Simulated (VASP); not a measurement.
```
CELL_PARAMETERS angstrom
     -2.73434     2.73434     5.46331
      2.73434    -2.73434     5.46331
      2.73434     2.73434    -5.46331
ATOMIC_POSITIONS crystal
  Cu 0.00000 0.00000 0.00000
  Cu 0.75000 0.25000 0.50000
  Zn 0.25000 0.75000 0.50000
  Sn 0.50000 0.50000 0.00000
  S  0.63630 0.62879 0.52381
  S  0.10498 0.11249 0.47619
  S  0.37121 0.89502 0.00751
  S  0.88751 0.36370 0.99249
```

All values below come from PBE GGA, VASP's PBE PAW potentials (set 64) (plane waves; VASP 6.6.1). Run with 400 eV cut-off, Gaussian smearing of 0.050 eV, potentials Cu Zn Sn_d S.

Unless said otherwise, spin-orbit coupling is left out, though it shifts the bands of the heavy elements here.

Problem. Give the energies of bands 27 to 40 at the high-symmetry points, in eV from the valence-band maximum.

Solution. 
| band | Γ | X | P | N | M | S | R |
|---|---|---|---|---|---|---|---|
| 27 | -2.12 | -1.90 | -1.93 | -1.90 | -2.22 | -1.93 | -1.91 |
| 28 | -2.02 | -1.86 | -1.91 | -1.87 | -1.92 | -1.88 | -1.87 |
| 29 | -1.84 | -1.76 | -1.75 | -1.78 | -1.89 | -1.79 | -1.79 |
| 30 | -1.61 | -1.65 | -1.64 | -1.67 | -1.79 | -1.64 | -1.72 |
| 31 | -1.58 | -1.30 | -1.28 | -1.56 | -1.22 | -1.54 | -1.35 |
| 32 | -1.58 | -1.24 | -1.27 | -1.27 | -1.11 | -1.47 | -1.24 |
| 33 | -1.42 | -0.79 | -0.76 | -1.15 | -1.11 | -1.28 | -0.81 |
| 34 | -0.06 | -0.70 | -0.76 | -1.09 | -1.10 | -1.03 | -0.74 |
| 35 | -0.06 | -0.50 | -0.57 | -0.99 | -0.83 | -0.67 | -0.65 |
| 36 | 0.00 | -0.39 | -0.57 | -0.49 | -0.83 | -0.56 | -0.56 |
| 37 | 0.08 | 0.51 | 0.74 | 1.45 | 1.18 | 1.36 | 0.73 |
| 38 | 1.97 | 2.24 | 2.72 | 3.05 | 2.01 | 2.43 | 2.44 |
| 39 | 2.69 | 3.06 | 2.98 | 3.23 | 2.01 | 3.06 | 3.44 |
| 40 | 3.65 | 3.99 | 3.43 | 4.03 | 2.32 | 3.74 | 3.75 |

The gap is direct, 0.08 eV, from the valence maximum at Γ to the conduction minimum at Γ.

Measured: gap 1.49 eV (computed value off by -1.41 eV), as given by Wikipedia, List of semiconductor materials.

The structure was generated: ZnCu2SnS4 was put into the kesterite type (I-4), a phase also known from measurement. It was relaxed first.
